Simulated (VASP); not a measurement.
Calculation: PBEsol GGA, VASP's PBE PAW potentials (set 64) (plane waves; VASP).

A VASP calculation is set up with these files.

**KPOINTS**
```
Automatic mesh
0
Gamma
8 8 8
0 0 0
```

### POSCAR
```
Sb
7.7897910
  0.4999999809  -0.2780733606  -0.0034185322
  0.4999999809   0.2780733606  -0.0034185322
  0.3485729717   0.0000000000   0.4400786986
Sb
2
Direct
  0.2355449377   0.2355449377   0.2355449377
  0.7644550623   0.7644550623   0.7644550623
```

**INCAR**
```
ALGO  =  Normal
EDIFF  =  1E-7
ENCUT  =  480
GGA  =  PS
ISIF  =  2
ISMEAR  =  0
LASPH  =  .TRUE.
LCHARG  =  .FALSE.
LMAXMIX  =  4
LREAL  =  .FALSE.
LWAVE  =  .FALSE.
NELM  =  100
PREC  =  Accurate
SIGMA  =  0.05
SYSTEM  =  Sb
```

POTCAR, in this order: Sb (PBE.64 set). Program: vasp_std.

The run wrote:

OUTCAR:
```
 ion  position               nearest neighbor table
   1  0.236  0.236  0.236-   2 2.89   2 2.90   2 2.90   2 3.28   2 3.28   2 3.28
   2  0.764  0.764  0.764-   1 2.89   1 2.90   1 2.90   1 3.28   1 3.28   1 3.28
  LATTYP: Found a base centered monoclinic cell.
 ALAT       =     7.3011568531
 B/A-ratio  =     0.5933671623
 C/A-ratio  =     0.5989743171
 COS(beta)  =    -0.5412158660
 Subroutine PRICEL returns:
 Original cell was already a primitive cell.
 Subroutine GETGRP returns: Found  4 space group operations
The static configuration has the point symmetry C_2h.
The dynamic configuration has the point symmetry C_2h.
 Subroutine INISYM returns: Found  4 space group operations
 Subroutine IBZKPT returns following result:
 Found    150 irreducible k-points:

 Following reciprocal coordinates:
            Coordinates               Weight
  0.000000  0.000000  0.000000      1.000000
  0.125000 -0.000000 -0.000000      4.000000
  0.250000 -0.000000 -0.000000      4.000000
  0.375000  0.000000  0.000000      4.000000
  0.500000 -0.000000 -0.000000      2.000000
  0.125000  0.125000  0.000000      2.000000
  0.250000  0.125000 -0.000000      4.000000
  0.375000  0.125000  0.000000      4.000000
  0.500000  0.125000  0.000000      4.000000
 -0.375000  0.125000  0.000000      4.000000
 -0.250000  0.125000 -0.000000      4.000000
 -0.125000  0.125000  0.000000      2.000000
  0.250000  0.250000  0.000000      2.000000
  0.375000  0.250000 -0.000000      4.000000
  0.500000  0.250000 -0.000000      4.000000
 -0.375000  0.250000  0.000000      4.000000
 -0.250000  0.250000  0.000000      2.000000
  0.375000  0.375000 -0.000000      2.000000
  0.500000  0.375000 -0.000000      4.000000
 -0.375000  0.375000  0.000000      2.000000
  0.500000  0.500000  0.000000      1.000000
  0.000000  0.000000  0.125000      2.000000
  0.125000  0.000000  0.125000      4.000000
  0.250000  0.000000  0.125000      4.000000
  0.375000  0.000000  0.125000      4.000000
  0.500000 -0.000000  0.125000      4.000000
 -0.375000 -0.000000  0.125000      4.000000
 -0.250000  0.000000  0.125000      4.000000
 -0.125000  0.000000  0.125000      4.000000
  0.125000  0.125000  0.125000      2.000000
  0.250000  0.125000  0.125000      4.000000
  0.375000  0.125000  0.125000      4.000000
  0.500000  0.125000  0.125000      4.000000
 -0.375000  0.125000  0.125000      4.000000
 -0.250000  0.125000  0.125000      4.000000
 -0.125000  0.125000  0.125000      4.000000
  0.250000  0.250000  0.125000      2.000000
  0.375000  0.250000  0.125000      4.000000
  0.500000  0.250000  0.125000      4.000000
 -0.375000  0.250000  0.125000      4.000000
   k-points           NKPTS =    150   k-points in BZ     NKDIM =    150   number of bands    NBANDS=      9
   number of dos      NEDOS =    301   number of ions     NIONS =      2
   total plane-waves  NPLWV =  32768
   dimension x,y,z NGX =    32 NGY =   32 NGZ =   32
   dimension x,y,z NGXF=    64 NGYF=   64 NGZF=   64
   ions per type =               2
   PREC   = accura    normal or accurate (medium, high low for compatibility)
   ISTART =      0    job   : 0-new  1-cont  2-samecut
   ICHARG =      2    charge: 1-file 2-atom 10-const
   ISPIN  =      1    spin polarized calculation?
   LNONCOLLINEAR =      F non collinear calculations
   LSORBIT =      F    spin-orbit coupling
   INIWAV =      1    electr: 0-lowe 1-rand  2-diag
   ENCUT  =  480.0 eV  35.28 Ry    5.94 a.u.   7.96  7.96  7.81*2*pi/ulx,y,z
   NELM   =    100;   NELMIN=  2; NELMDL= -5     # of ELM steps
   EDIFF  = 0.1E-06   stopping-criterion for ELM
...
```

File OSZICAR:
```
       N       E                     dE             d eps       ncg     rms          rms(c)
DAV:   1     0.360236554781E+02    0.36024E+02   -0.35641E+03  2700   0.823E+02
DAV:   2    -0.756280762886E+01   -0.43586E+02   -0.42467E+02  3651   0.122E+02
DAV:   3    -0.911015256686E+01   -0.15473E+01   -0.15245E+01  3366   0.280E+01
DAV:   4    -0.912618886378E+01   -0.16036E-01   -0.15979E-01  3306   0.292E+00
DAV:   5    -0.912631611851E+01   -0.12725E-03   -0.12725E-03  3176   0.274E-01    0.301E+00
DAV:   6    -0.911642065755E+01    0.98955E-02   -0.21513E-03  3032   0.337E-01    0.182E+00
DAV:   7    -0.911036895558E+01    0.60517E-02   -0.54602E-03  2821   0.531E-01    0.544E-02
DAV:   8    -0.911040157710E+01   -0.32622E-04   -0.97633E-05  3088   0.857E-02    0.140E-02
DAV:   9    -0.911040700672E+01   -0.54296E-05   -0.84700E-06  3146   0.227E-02    0.466E-03
DAV:  10    -0.911040679060E+01    0.21612E-06   -0.81837E-07  3206   0.606E-03    0.128E-03
DAV:  11    -0.911040695857E+01   -0.16797E-06   -0.71653E-08  1474   0.183E-03    0.404E-04
DAV:  12    -0.911040696602E+01   -0.74439E-08   -0.12694E-08  1404   0.873E-04
   1 F= -.91104070E+01 E0= -.91101135E+01  d E =-.586872E-03
```

File OUTCAR:
```
------------------------ aborting loop because EDIFF is reached ----------------------------------------
  FORCE on cell =-STRESS in cart. coord.  units (eV):
  Direction    XX          YY          ZZ          XY          YZ          ZX
  --------------------------------------------------------------------------------------
  Total        0.4842949      0.6186399      0.8930616      0.0000000      0.0000000     -0.0226258
  in kB       13.3415976     17.0425990     24.6025055      0.0000000      0.0000000     -0.6233079
  external PRESSURE =      18.3289007 kB  Pullay stress =       0.0000000 kB
  volume of cell :       58.16
      direct lattice vectors                 reciprocal lattice vectors
     3.894895351 -2.166133362 -0.026629652     0.127681702 -0.230826046 -0.101132799
     3.894895351  2.166133362 -0.026629652     0.127681702  0.230826046 -0.101132799
     2.715310597  0.000000000  3.428121086     0.001983663  0.000000000  0.290133783
 POSITION                                       TOTAL-FORCE (eV/Angst)
 -----------------------------------------------------------------------------------
      2.47442      0.00000      0.79493         0.126353      0.000000      0.076199
      8.03068      0.00000      2.57993        -0.126353      0.000000     -0.076199
 -----------------------------------------------------------------------------------
    total drift:                               -0.000000      0.000000     -0.000000
  FREE ENERGIE OF THE ION-ELECTRON SYSTEM (eV)
  ---------------------------------------------------
  free  energy   TOTEN  =        -9.1104069660 eV

  energy  without entropy=       -9.1098200938  energy(sigma->0) =       -9.11011353
```
(Selected blocks of OUTCAR.)

The compound is Sb in the a7 structure. This cell was strained or had an atom moved on purpose.
